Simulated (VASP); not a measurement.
# Which face does Fe expose?, part 2 of 6

How do surface energy, work function and relaxation of Fe depend on the face?

VASP 6.6.1, plane waves and PAW; the level of theory is named at each step.

So far, largest spin moment in the PAW sphere (μB): step 2 (the bulk reference, job relaxation, k-mesh 19×19×19) 2.20.

## Step 4: Surface relaxation, 7 atoms, face Fe(110)

This step: PBE, spin-polarised from a ferromagnetic start; plane waves and PAW (Fe) (VASP 6.6.1).

System of this step: Fe(110). The cell holds 7 atoms: 7 Fe. Cell: a = 2.831 Å, b = 2.452 Å, c = 27.012 Å, α = 90.0°, β = 90.0°, γ = 54.7°. It derives from Fe. 7 layers of bcc Fe, cut at this functional's lattice. Vacuum lies along c.

All atoms relax at the fixed cell.

Contents of INCAR:

```
SYSTEM = Fe
PREC = Normal
ENCUT = 320
EDIFF = 1E-05
NELM = 120
ISMEAR = 1
SIGMA = 0.15
LREAL = .FALSE.
ALGO = Fast
GGA = PE
NBANDS = 51
ISPIN = 2
MAGMOM = 3 3 3 3 3 3 3
LASPH = .TRUE.
LMAXMIX = 4
LORBIT = 11
LWAVE = .FALSE.
LCHARG = .FALSE.
KPAR = 4
IBRION = 2
NSW = 40
ISIF = 2
EDIFFG = -0.03
POTIM = 0.4
MAXMIX = 40
```

Contents of POSCAR:

```
Fe
1.0
    2.8313482166      0.0000000000      0.0000000000
    1.4156741083      2.0020655239      0.0000000000
    0.0000000000      0.0000000000     27.0123931431
Fe
7
Direct
    0.0000000000      0.0000000000      0.2776503300
    0.5000000000      0.0000000000      0.3517668900
    0.0000000000      0.0000000000      0.4258834400
    0.5000000000      0.0000000000      0.5000000000
    0.0000000000      0.0000000000      0.5741165600
    0.5000000000      0.0000000000      0.6482331100
    0.0000000000      0.0000000000      0.7223496700
```

Contents of KPOINTS:

```
Automatic mesh
0
Gamma
15 15 1
0 0 0
```

PAW data sets: Fe (PBE family, release 64).

Started as:

```
$ mpirun -np 4 vasp_std
```

Log:

```text
[banner, memory and clock lines left out]
running    4 mpi-ranks, on    1 nodes
 distrk:  each k-point on    1 cores,    4 groups
 distr:  one band on    1 cores,    1 groups

 POSCAR found type information on POSCAR Fe
 POSCAR found :  1 types and       7 ions
 LDA part: xc-table for (Slater+PW92), standard interpolation
 POSCAR, INCAR and KPOINTS ok, starting setup
 FFT: planning ... GRIDC
 FFT: planning ... GRID_SOFT
 FFT: planning ... GRID
 WAVECAR not read
 entering main loop
       N       E                     dE             d eps       ncg     rms          rms(c)
DAV:   1     0.383636304760E+03    0.38364E+03   -0.17776E+04 13152   0.855E+02
DAV:   2    -0.346049338980E+02   -0.41824E+03   -0.38154E+03 13079   0.251E+02
DAV:   3    -0.616427066110E+02   -0.27038E+02   -0.24868E+02 14119   0.895E+01
DAV:   4    -0.621071287069E+02   -0.46442E+00   -0.46324E+00 14681   0.137E+01
DAV:   5    -0.621121709817E+02   -0.50423E-02   -0.50418E-02 15012   0.122E+00    0.290E+01
RMM:   6    -0.902034943544E+02   -0.28091E+02   -0.53568E+01 13056   0.532E+01    0.659E+01
RMM:   7    -0.703812220366E+02    0.19822E+02   -0.10773E+01 13099   0.208E+01    0.564E+01
RMM:   8    -0.548686006237E+02    0.15513E+02   -0.92132E+00 13151   0.211E+01    0.335E+01
RMM:   9    -0.577565621098E+02   -0.28880E+01   -0.59374E+00 13151   0.158E+01    0.422E+01
RMM:  10    -0.522651302841E+02    0.54914E+01   -0.42903E+00 13184   0.154E+01    0.188E+01
RMM:  11    -0.529137774614E+02   -0.64865E+00   -0.87907E-01 13142   0.638E+00    0.109E+01
RMM:  12    -0.529674948204E+02   -0.53717E-01   -0.54806E-01 13160   0.501E+00    0.917E+00
RMM:  13    -0.538823770978E+02   -0.91488E+00   -0.48270E-01 13126   0.394E+00    0.776E+00
RMM:  14    -0.552191373018E+02   -0.13368E+01   -0.20860E+00 14676   0.531E+00    0.476E+00
RMM:  15    -0.552267099505E+02   -0.75726E-02   -0.14527E-01 13156   0.187E+00    0.389E+00
RMM:  16    -0.553125547396E+02   -0.85845E-01   -0.32839E-02 13148   0.956E-01    0.328E+00
RMM:  17    -0.554036563278E+02   -0.91102E-01   -0.30078E-02 13192   0.606E-01    0.306E+00
RMM:  18    -0.555150479402E+02   -0.11139E+00   -0.43725E-02 13388   0.526E-01    0.273E+00
RMM:  19    -0.555308441098E+02   -0.15796E-01   -0.37249E-03 13135   0.209E-01    0.253E+00
RMM:  20    -0.556141818989E+02   -0.83338E-01   -0.62892E-02 14198   0.716E-01    0.192E+00
RMM:  21    -0.556807586451E+02   -0.66577E-01   -0.37577E-02 13778   0.532E-01    0.176E+00
RMM:  22    -0.556950834501E+02   -0.14325E-01   -0.35844E-02 14198   0.553E-01    0.761E-01
RMM:  23    -0.557333149879E+02   -0.38232E-01   -0.64297E-03 13255   0.299E-01    0.598E-01
RMM:  24    -0.557529680800E+02   -0.19653E-01   -0.95615E-04 13095   0.134E-01    0.492E-01
RMM:  25    -0.557782603239E+02   -0.25292E-01   -0.59315E-04 13098   0.109E-01    0.338E-01
RMM:  26    -0.558364174472E+02   -0.58157E-01   -0.31584E-03 13649   0.174E-01    0.193E-01
RMM:  27    -0.558952200634E+02   -0.58803E-01   -0.28429E-03 13560   0.159E-01    0.274E-01
RMM:  28    -0.559457086330E+02   -0.50489E-01   -0.41521E-03 13883   0.168E-01    0.280E-01
RMM:  29    -0.559718170502E+02   -0.26108E-01   -0.12578E-03 13284   0.103E-01    0.243E-01
RMM:  30    -0.559897696289E+02   -0.17953E-01   -0.81263E-04 13247   0.920E-02    0.771E-02
RMM:  31    -0.560103910391E+02   -0.20621E-01   -0.47591E-04 13016   0.795E-02    0.477E-02
RMM:  32    -0.560189990205E+02   -0.86080E-02   -0.90877E-05 11742   0.481E-02    0.410E-02
RMM:  33    -0.560215456070E+02   -0.25466E-02   -0.20485E-05  9520   0.257E-02    0.267E-02
RMM:  34    -0.560226339833E+02   -0.10884E-02   -0.11688E-05  8836   0.186E-02    0.148E-02
RMM:  35    -0.560228832905E+02   -0.24931E-03   -0.36927E-06  8316   0.827E-03    0.189E-02
RMM:  36    -0.560229720195E+02   -0.88729E-04   -0.19021E-06  8044   0.678E-03    0.579E-03
RMM:  37    -0.560229878634E+02   -0.15844E-04   -0.34314E-07  6479   0.354E-03    0.555E-03
RMM:  38    -0.560229952825E+02   -0.74191E-05   -0.23717E-07  5949   0.275E-03
   1 F= -.56022995E+02 E0= -.56022131E+02  d E =-.560230E+02  mag=    16.2598
 curvature:   0.00 expect dE= 0.000E+00 dE for cont linesearch  0.000E+00
 trial: gam= 0.00000 g(F)=  0.116E-02 g(S)=  0.000E+00 ort = 0.000E+00 (trialstep = 0.100E+01)
 search vector abs. value=  0.116E-02
 bond charge predicted
       N       E                     dE             d eps       ncg     rms          rms(c)
DAV:   1    -0.560228987951E+02    0.89068E-04   -0.17581E-01 14097   0.150E+00    0.274E-01
RMM:   2    -0.560234501379E+02   -0.55134E-03   -0.21594E-03 13056   0.343E-01    0.147E-01
RMM:   3    -0.560237453129E+02   -0.29517E-03   -0.36312E-04 13036   0.862E-02    0.457E-02
RMM:   4    -0.560237743286E+02   -0.29016E-04   -0.72514E-05 11576   0.440E-02    0.314E-02
RMM:   5    -0.560237871083E+02   -0.12780E-04   -0.26485E-05 10280   0.279E-02    0.131E-02
RMM:   6    -0.560237864691E+02    0.63920E-06   -0.80738E-06  7937   0.175E-02
   2 F= -.56023786E+02 E0= -.56022910E+02  d E =-.791187E-03  mag=    16.2582
 trial-energy change:   -0.000791  1 .order   -0.000788   -0.001162   -0.000414
 step:   1.5538(harm=  1.5538)  dis= 0.00606  next Energy=   -56.023898 (dE=-0.903E-03)
 bond charge predicted
       N       E                     dE             d eps       ncg     rms          rms(c)
DAV:   1    -0.560236371116E+02    0.15000E-03   -0.54002E-02 13767   0.831E-01    0.152E-01
RMM:   2    -0.560238816800E+02   -0.24457E-03   -0.53358E-04 13053   0.178E-01    0.116E-02
RMM:   3    -0.560238993269E+02   -0.17647E-04   -0.10972E-04 12223   0.428E-02    0.509E-03
RMM:   4    -0.560239061055E+02   -0.67786E-05   -0.11519E-05  8993   0.192E-02
   3 F= -.56023906E+02 E0= -.56023024E+02  d E =-.910823E-03  mag=    16.2561
 curvature:  -0.78 expect dE=-0.255E-04 dE for cont linesearch -0.324E-06
 trial: gam= 0.04720 g(F)=  0.329E-04 g(S)=  0.000E+00 ort =-0.220E-04 (trialstep = 0.111E+01)
 search vector abs. value=  0.334E-04
 reached required accuracy - stopping structural energy minimisation
```

The job ended after 7.8 min (4 MPI ranks of AMD EPYC 7R43, shared host; peak memory 1.4 GiB; 31 min of CPU time).

OUTCAR, selected parts (step 4):

```text
  LATTYP: Found a base centered orthorhombic cell.
 ALAT       =     2.8313482166
 B/A-ratio  =     1.4142135624
 C/A-ratio  =     9.5404701494

 Subroutine GETGRP returns: Found  8 space group operations
 (whereof  8 operations were pure point group operations)

The static configuration has the point symmetry D_2h.

 Found     64 irreducible k-points:

   k-points           NKPTS =     64   k-points in BZ     NKDIM =     64   number of bands    NBANDS=     51

   dimension x,y,z NGX =    12 NGY =   12 NGZ =  120
   dimension x,y,z NGXF=    24 NGYF=   24 NGZF=  240

   ENCUT  =  320.0 eV  23.52 Ry    4.85 a.u.   4.13  3.58 39.40*2*pi/ulx,y,z

   NELECT =      56.0000    total number of electrons

 E-fermi :   0.8474

 spin component 1
 k-point     1 :       0.0000    0.0000    0.0000
  band No.  band energies     occupation
    ...
     37      -0.0835      1.00000
     38      -0.0656      1.00000
     39       0.2788      1.00000
     40       0.7033      1.02048
     41       0.7415      0.96193
     42       1.1123     -0.01575
     43       1.2519     -0.00046
     44       5.1359      0.00000
     45       5.5241      0.00000
     46       6.4299      0.00000
    ...

 k-point     2 :       0.0667   -0.0000    0.0000
  band No.  band energies     occupation
    ...
     37      -0.0410      1.00000
     38      -0.0076      1.00000
     39       0.4094      1.00015
     40       0.4481      1.00055
     41       0.8328      0.58188
     42       1.4159     -0.00000
     43       2.0411     -0.00000
     44       5.2611      0.00000
     45       5.6532      0.00000
     46       6.5471      0.00000
    ...

 k-point     3 :       0.1333   -0.0000    0.0000
  band No.  band energies     occupation
    ...
     36      -0.0962      1.00000
     37       0.0631      1.00000
     38       0.1108      1.00000
     39       0.3718      1.00003
     40       0.5806      1.01528
     41       1.3541     -0.00001
     42       2.2611     -0.00000
     43       3.0737     -0.00000
     44       5.6349      0.00000
     45       6.0411      0.00000
    ...

 k-point     4 :       0.2000   -0.0000    0.0000
  band No.  band energies     occupation
    ...
     35      -0.0458      1.00000
     36      -0.0223      1.00000
     37       0.1365      1.00000
     38       0.1871      1.00000
     39       0.3373      1.00001
     40       1.0154     -0.03354
     41       2.0450     -0.00000
     42       3.1853     -0.00000
     43       4.2088      0.00000
     44       6.2508      0.00000
    ...

  Total       -1.5316845     -0.8560145     -0.0342350      0.0000000      0.0000000      0.0000000
  in kB      -16.0267430     -8.9568861     -0.3582174      0.0000000      0.0000000      0.0000000
  external PRESSURE =      -8.4472822 kB  Pullay stress =       0.0000000 kB

  energy-cutoff  :      320.00
  volume of cell :      153.12
      direct lattice vectors                 reciprocal lattice vectors
     2.831348217  0.000000000  0.000000000     0.353188631 -0.249742076  0.000000000
     1.415674108  2.002065524  0.000000000     0.000000000  0.499484152  0.000000000
     0.000000000  0.000000000 27.012393143     0.000000000  0.000000000  0.037020045

 POSITION                                       TOTAL-FORCE (eV/Angst)
 -----------------------------------------------------------------------------------
      0.00000      0.00000      7.50082        -0.000000      0.000000     -0.012188
      1.41567      0.00000      9.49797        -0.000000      0.000000      0.014321
      0.00000      0.00000     11.51019         0.000000      0.000000      0.008494
      1.41567      0.00000     13.50620        -0.000000      0.000000      0.000000
      0.00000      0.00000     15.50220        -0.000000      0.000000     -0.008494
      1.41567      0.00000     17.51442        -0.000000      0.000000     -0.014321
      0.00000      0.00000     19.51157        -0.000000     -0.000000      0.012188
 -----------------------------------------------------------------------------------
    total drift:                                0.000000     -0.000000      0.000000

  FREE ENERGIE OF THE ION-ELECTRON SYSTEM (eV)
  ---------------------------------------------------
  free  energy   TOTEN  =       -56.0239061055 eV

  energy  without entropy=      -56.0212584497  energy(sigma->0) =      -56.02302355

 total charge
# of ion       s       p       d       tot
------------------------------------------
    1        0.478   0.399   6.212   7.090
    2        0.485   0.534   6.243   7.262
    3        0.487   0.542   6.231   7.260
    4        0.489   0.549   6.230   7.268
    5        0.487   0.542   6.231   7.260
    6        0.485   0.534   6.243   7.262
    7        0.478   0.399   6.212   7.090
--------------------------------------------------
tot          3.390   3.501  43.601  50.492

 magnetization (x)
# of ion       s       p       d       tot
------------------------------------------
    1       -0.005  -0.016   2.567   2.546
    2       -0.015  -0.056   2.346   2.275
    3       -0.013  -0.058   2.247   2.176
    4       -0.014  -0.059   2.220   2.147
    5       -0.013  -0.058   2.247   2.176
    6       -0.015  -0.056   2.346   2.275
    7       -0.005  -0.016   2.567   2.546
--------------------------------------------------
tot         -0.080  -0.318  16.540  16.142

[... 1 part as in an earlier step ...]

[... 11 further parts left out ...]
```

The magnetic state follows from one typed start and may not be the lowest. The run keeps the 8 symmetry operations of its start, so it cannot find a distortion of lower symmetry.

Relaxation path:

```
step  energy less that of the first step (eV)  largest force (eV/Å)
   1                                   0.0000                0.1011
   2                                  -0.0008                0.0430
   3                                  -0.0009                0.0143
```

Final coordinates:

```cif
data_structure
_symmetry_space_group_name_H-M 'P 1'
_symmetry_Int_Tables_number 1
_cell_length_a 2.8313
_cell_length_b 2.4520
_cell_length_c 27.0124
_cell_angle_alpha 90.000
_cell_angle_beta 90.000
_cell_angle_gamma 54.736
_cell_volume 153.12
loop_
_atom_site_label
_atom_site_type_symbol
_atom_site_fract_x
_atom_site_fract_y
_atom_site_fract_z
_atom_site_occupancy
Fe1 Fe 0.00000 0.00000 0.27768 1
Fe2 Fe 0.50000 0.00000 0.35162 1
Fe3 Fe 0.00000 0.00000 0.42611 1
Fe4 Fe 0.50000 0.00000 0.50000 1
Fe5 Fe 0.00000 0.00000 0.57389 1
Fe6 Fe 0.50000 0.00000 0.64838 1
Fe7 Fe 0.00000 0.00000 0.72232 1
```

Numbers from this step:

| Property | Result |
| --- | --- |
| electronic cycles | 48 |
| electrons | 56 |
| free energy (TOTEN) | -56.0239 eV |
| energy at zero smearing | -56.0230 eV |
| Fermi energy | 0.8474 eV |
| moment of the cell, from the last line of the log | 16.26 μB |

Spin moment in the PAW sphere by atom:

```
atom  spin moment in the PAW sphere (μB)
 Fe1                                2.55
 Fe2                                2.27
 Fe3                                2.18
 Fe4                                2.15
 Fe5                                2.18
 Fe6                                2.27
 Fe7                                2.55
```

The run ended after 3 ionic steps, 0.001 eV below its first step, once the forces on the free atoms met EDIFFG = -0.03.

[end of part 2 of 6]

[Lines on the potential files, build, host, timing and source positions are cut from VASP's logs without a mark.]

[Logs are printed without paths, hosts, clocks, repeated set-up lines and the standing remarks that a program may print on its own settings, such as how far it seeks lower states.]

[Hosts, paths, dates, database ids (printed as entryN), source tags and the programs' standing remarks are cut or masked in the printed files.]

[Runs that stopped without an error message from VASP are left out.]
